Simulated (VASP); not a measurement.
An input for Quantum ESPRESSO's pw.x (written as the equivalent of a VASP run, and not itself run):

```
&CONTROL
  calculation = 'vc-relax'
  pseudo_dir = './pseudo'
  outdir = './out'
  tprnfor = .true.
  tstress = .true.
  nstep = 40
  forc_conv_thr = 0.00078
/
&SYSTEM
  ibrav = 0
  nat = 2
  ntyp = 2
  ecutwfc = 56.6
  occupations = 'smearing'
  smearing = 'gaussian'
  degauss = 0.003675
  input_dft = 'pz'
/
&ELECTRONS
  conv_thr = 7.3e-08
  electron_maxstep = 100
/
&IONS
/
&CELL
  press = 300
/
ATOMIC_SPECIES
  Ba 137.327 Ba.upf
  S 32.060 S.upf
CELL_PARAMETERS angstrom
    -0.0000000    2.8487438    2.8487438
     2.8487438    0.0000000    2.8487438
     2.8487438    2.8487438    0.0000000
ATOMIC_POSITIONS crystal
  Ba   1.0000000  0.0000000  1.0000000
  S    0.5000000  0.5000000  0.5000000
K_POINTS automatic
  8 8 8 0 0 0
```

Q: Write the VASP files for the same calculation (LDA).

A: This is not unique; one that fits is 
INCAR:
```
NELM=100   ! most electronic steps
PSTRESS=300   ! kbar
NSW=40
EDIFF=1E-6   ! SCF stop (eV)
SYSTEM=BaS
ISMEAR=0   ! Gaussian
LMAXMIX=4   ! l cut-off of mixed one-centre charges
PREC=Accurate
ENCUT=500
SIGMA=0.05
ALGO=Normal
LREAL=.False.
ISIF=3   ! ions, shape and volume
LASPH=.True.   ! aspherical one-centre terms
LWAVE=.False.
IBRION=2   ! conjugate gradients
LCHARG=.False.
EDIFFG=-0.02   ! ionic stop
```

### POSCAR
```
BaS
1
   -0.0000000000     2.8487438051     2.8487438051
    2.8487438051     0.0000000000     2.8487438051
    2.8487438051     2.8487438051     0.0000000000
Ba S
1 1
Direct
  1.0000000000   0.0000000000   1.0000000000
  0.5000000000   0.5000000000   0.5000000000
```

### KPOINTS
```
Automatic mesh
0
Gamma
8 8 8
0 0 0
```

POTCAR, in this order: Ba_sv S (LDA.64 set). Program: vasp_std.

Limits of the translation: the potentials are each code's own (VASP's PAW set, PseudoDojo norm-conserving files in pw.x), so ENCUT and ecutwfc are chosen apart and not converted; conv_thr bounds pw.x's estimated SCF error, while EDIFF bounds the energy change between steps; forc_conv_thr acts on force components and is met together with etot_conv_thr.

The compound is BaS in the rock salt structure. It was relaxed first under an external pressure of 30 GPa.
